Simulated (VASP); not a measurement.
Computed with r2SCAN meta-GGA, VASP's PBE PAW potentials (set 64) (plane waves; VASP 6.6.1).

VASP input:

KPOINTS:
```
Regular mesh
0
G
8 8 4
```

INCAR:
```
SYSTEM=MgI2
PREC=Normal; ENCUT=400; LREAL=F
LASPH=T
EDIFF=1E-5; NELM=100; NELMIN=4
ALGO=Normal; LMAXMIX=4; LMIXTAU=T
ISMEAR=0; SIGMA=0.05
METAGGA=R2SCAN
IBRION=2; NSW=20; ISIF=2
EDIFFG=-0.03
LWAVE=F; LCHARG=F
```

### POSCAR
```
MgI2
1
    4.1799727003     0.0000000000     0.0000000000
   -2.0899863501     3.6199621108     0.0000000000
    0.0000000000     0.0000000000     7.1572428973
Mg I
1 2
Direct
  0.0000000000   0.0000000000   0.0000000000
  0.3333330000   0.6666670000   0.2420000000
  0.6666670000   0.3333330000   0.7580000000
```

POTCAR, in this order: Mg I (PBE.64 set). Program: vasp_std.

The run wrote:

File OUTCAR:
```
 ion  position               nearest neighbor table
   1  0.000  0.000  0.000-   2 2.97   3 2.97   2 2.97   3 2.97   3 2.97   2 2.97
   2  0.333  0.667  0.242-   1 2.97   1 2.97   1 2.97
   3  0.667  0.333  0.758-   1 2.97   1 2.97   1 2.97
  LATTYP: Found a hexagonal cell.
 ALAT       =     4.1799727003
 C/A-ratio  =     1.7122702492
 Subroutine PRICEL returns:
 Original cell was already a primitive cell.
 Subroutine GETGRP returns: Found 12 space group operations
The static configuration has the point symmetry D_3d.
The dynamic configuration has the point symmetry D_3d.
 Subroutine INISYM returns: Found 12 space group operations
 Subroutine IBZKPT returns following result:
 Found     35 irreducible k-points:

 Following reciprocal coordinates:
            Coordinates               Weight
  0.000000  0.000000  0.000000      1.000000
  0.125000  0.000000  0.000000      6.000000
  0.250000  0.000000  0.000000      6.000000
  0.375000  0.000000  0.000000      6.000000
  0.500000  0.000000  0.000000      3.000000
  0.125000  0.125000  0.000000      6.000000
  0.250000  0.125000  0.000000     12.000000
  0.375000  0.125000  0.000000     12.000000
  0.250000  0.250000  0.000000      6.000000
  0.375000  0.250000  0.000000      6.000000
  0.000000  0.000000  0.250000      2.000000
  0.125000  0.000000  0.250000      6.000000
  0.000000  0.125000  0.250000      6.000000
  0.250000  0.000000  0.250000      6.000000
  0.000000  0.250000  0.250000      6.000000
  0.375000  0.000000  0.250000      6.000000
  0.000000  0.375000  0.250000      6.000000
  0.500000  0.000000  0.250000      6.000000
  0.125000  0.125000  0.250000     12.000000
  0.250000  0.125000  0.250000     12.000000
 -0.125000  0.375000  0.250000     12.000000
  0.375000  0.125000  0.250000     12.000000
 -0.125000  0.500000  0.250000     12.000000
  0.250000  0.250000  0.250000     12.000000
  0.375000  0.250000  0.250000     12.000000
  0.000000  0.000000  0.500000      1.000000
  0.125000  0.000000  0.500000      6.000000
  0.250000  0.000000  0.500000      6.000000
  0.375000  0.000000  0.500000      6.000000
  0.500000  0.000000  0.500000      3.000000
  0.125000  0.125000  0.500000      6.000000
  0.250000  0.125000  0.500000     12.000000
  0.375000  0.125000  0.500000     12.000000
  0.250000  0.250000  0.500000      6.000000
  0.375000  0.250000  0.500000      6.000000
   k-points           NKPTS =     35   k-points in BZ     NKDIM =     35   number of bands    NBANDS=     12
   number of dos      NEDOS =    301   number of ions     NIONS =      3
   total plane-waves  NPLWV =  14400
   dimension x,y,z NGX =    20 NGY =   20 NGZ =   36
   dimension x,y,z NGXF=    40 NGYF=   40 NGZF=   72
   ions per type =               1   2
   PREC   = normal    normal or accurate (medium, high low for compatibility)
   ISTART =      0    job   : 0-new  1-cont  2-samecut
   ICHARG =      2    charge: 1-file 2-atom 10-const
   ISPIN  =      1    spin polarized calculation?
   LNONCOLLINEAR =      F non collinear calculations
   LSORBIT =      F    spin-orbit coupling
   INIWAV =      1    electr: 0-lowe 1-rand  2-diag
   ENCUT  =  400.0 eV  29.40 Ry    5.42 a.u.   6.82  6.82 11.67*2*pi/ulx,y,z
   NELM   =    100;   NELMIN=  4; NELMDL= -5     # of ELM steps
   EDIFF  = 0.1E-04   stopping-criterion for ELM
   LREAL  =      F    real-space projection
   NLSPLINE    = F    spline interpolate recip. space projectors
   LMAXMIX     =    4 max onsite mixed and CHGCAR
   VOSKOWN=      0    Vosko Wilk Nusair interpolation
   EDIFFG = -.3E-01   stopping-criterion for IOM
   NSW    =     20    number of steps for IOM
...
```

**OSZICAR**
```
       N       E                     dE             d eps       ncg     rms          rms(c)
DAV:   1     0.219148440874E+02    0.21915E+02   -0.51740E+03   840   0.858E+02
DAV:   2    -0.539690749080E+02   -0.75884E+02   -0.70140E+02  1208   0.142E+02
DAV:   3    -0.593605004750E+02   -0.53914E+01   -0.53734E+01  1044   0.459E+01
DAV:   4    -0.594465588652E+02   -0.86058E-01   -0.86040E-01  1104   0.742E+00
DAV:   5    -0.594477817726E+02   -0.12229E-02   -0.12228E-02  1044   0.858E-01    0.412E+00
DAV:   6    -0.583545249828E+02    0.10933E+01   -0.53665E-01   880   0.509E+00    0.385E+00
DAV:   7    -0.565973306350E+02    0.17572E+01   -0.49271E-01   864   0.464E+00    0.170E+00
DAV:   8    -0.567622899389E+02   -0.16496E+00   -0.16199E-01  1004   0.289E+00    0.364E-01
DAV:   9    -0.568193376564E+02   -0.57048E-01   -0.69142E-02   848   0.306E+00    0.327E-01
DAV:  10    -0.571006138371E+02   -0.28128E+00   -0.94911E-02   848   0.366E+00    0.147E-01
DAV:  11    -0.568913953631E+02    0.20922E+00   -0.52009E-02   856   0.256E+00    0.708E-02
DAV:  12    -0.569095807654E+02   -0.18185E-01   -0.31736E-02   848   0.242E+00    0.728E-02
DAV:  13    -0.569101734052E+02   -0.59264E-03   -0.52387E-04  1048   0.276E-01    0.683E-02
DAV:  14    -0.569103911086E+02   -0.21770E-03   -0.39080E-04   884   0.247E-01    0.523E-02
DAV:  15    -0.569105819678E+02   -0.19086E-03   -0.10904E-04   868   0.125E-01    0.259E-02
DAV:  16    -0.569106567117E+02   -0.74744E-04   -0.63929E-05   904   0.939E-02    0.201E-02
DAV:  17    -0.569106158085E+02    0.40903E-04   -0.13868E-05   616   0.486E-02    0.176E-02
DAV:  18    -0.569106316502E+02   -0.15842E-04   -0.31560E-06   540   0.150E-02    0.141E-02
DAV:  19    -0.569106318289E+02   -0.17872E-06   -0.14389E-06   484   0.948E-03
   1 F= -.56910632E+02 E0= -.56910632E+02  d E =-.569106E+02
       N       E                     dE             d eps       ncg     rms          rms(c)
DAV:   1    -0.569180372616E+02   -0.74056E-02   -0.44628E-01   860   0.406E+00    0.275E-01
DAV:   2    -0.569198630056E+02   -0.18257E-02   -0.14989E-02  1040   0.880E-01    0.888E-02
DAV:   3    -0.569210403950E+02   -0.11774E-02   -0.45474E-04   892   0.240E-01    0.749E-02
DAV:   4    -0.569211668269E+02   -0.12643E-03   -0.77068E-05   984   0.851E-02    0.356E-02
DAV:   5    -0.569212255615E+02   -0.58735E-04   -0.70043E-05   864   0.993E-02    0.780E-03
DAV:   6    -0.569212374298E+02   -0.11868E-04   -0.18960E-05   656   0.540E-02    0.583E-03
DAV:   7    -0.569212440259E+02   -0.65961E-05   -0.42710E-06   504   0.253E-02
   2 F= -.56921244E+02 E0= -.56921244E+02  d E =-.106122E-01
       N       E                     dE             d eps       ncg     rms          rms(c)
DAV:   1    -0.569063675654E+02    0.14870E-01   -0.38822E+00   860   0.120E+01    0.845E-01
DAV:   2    -0.569245279594E+02   -0.18160E-01   -0.13130E-01  1032   0.258E+00    0.272E-01
DAV:   3    -0.569333244680E+02   -0.87965E-02   -0.35327E-03   916   0.637E-01    0.227E-01
DAV:   4    -0.569342998956E+02   -0.97543E-03   -0.63910E-04   996   0.233E-01    0.105E-01
DAV:   5    -0.569348015011E+02   -0.50161E-03   -0.63350E-04   864   0.286E-01    0.250E-02
DAV:   6    -0.569349052216E+02   -0.10372E-03   -0.13936E-04   872   0.137E-01    0.186E-02
DAV:   7    -0.569349321324E+02   -0.26911E-04   -0.18304E-05   776   0.566E-02    0.118E-02
DAV:   8    -0.569349271243E+02    0.50081E-05   -0.17962E-05   736   0.488E-02
   3 F= -.56934927E+02 E0= -.56934927E+02  d E =-.242953E-01
```

File OUTCAR:
```
------------------------ aborting loop because EDIFF is reached ----------------------------------------
  FORCE on cell =-STRESS in cart. coord.  units (eV):
  Direction    XX          YY          ZZ          XY          YZ          ZX
  --------------------------------------------------------------------------------------
  Total        0.0175216      0.0175216      0.0107363      0.0000000      0.0000000      0.0000000
  in kB        0.2592152      0.2592152      0.1588338      0.0000000      0.0000000      0.0000000
  external PRESSURE =       0.2257547 kB  Pullay stress =       0.0000000 kB
  volume of cell :      108.30
      direct lattice vectors                 reciprocal lattice vectors
     4.179972700  0.000000000  0.000000000     0.239236012  0.138122993  0.000000000
    -2.089986350  3.619962111  0.000000000     0.000000000  0.276245985  0.000000000
     0.000000000  0.000000000  7.157242897     0.000000000  0.000000000  0.139718606
 POSITION                                       TOTAL-FORCE (eV/Angst)
 -----------------------------------------------------------------------------------
      0.00000      0.00000      0.00000         0.000000      0.000000      0.000000
     -0.00000      2.41331      1.66445        -0.000000      0.000000     -0.003469
      2.08999      1.20665      5.49279         0.000000     -0.000000      0.003469
 -----------------------------------------------------------------------------------
    total drift:                                0.000000      0.000000      0.000000
  FREE ENERGIE OF THE ION-ELECTRON SYSTEM (eV)
  ---------------------------------------------------
  free  energy   TOTEN  =       -56.9349271243 eV

  energy  without entropy=      -56.9349271243  energy(sigma->0) =      -56.93492712

 reached required accuracy - stopping structural energy minimisation
```
(Selected blocks of OUTCAR.)

**CONTCAR**
```
MgI2
   1.00000000000000
     4.1799727002999996    0.0000000000000000    0.0000000000000000
    -2.0899863500999998    3.6199621108000000    0.0000000000000000
     0.0000000000000000    0.0000000000000000    7.1572428972999997
  Mg              I
     1     2
Direct
     0.0000000000000000    0.0000000000000000    0.0000000000000000
     0.3333330000000032    0.6666669999999968    0.2325551608027502
     0.6666669999999968    0.3333330000000032    0.7674448391972498
```

The compound is MgI2 in the 1T layered structure. This run relaxes the ions in a fixed cell. Symmetry was kept, so distortions that lower it aren't found.
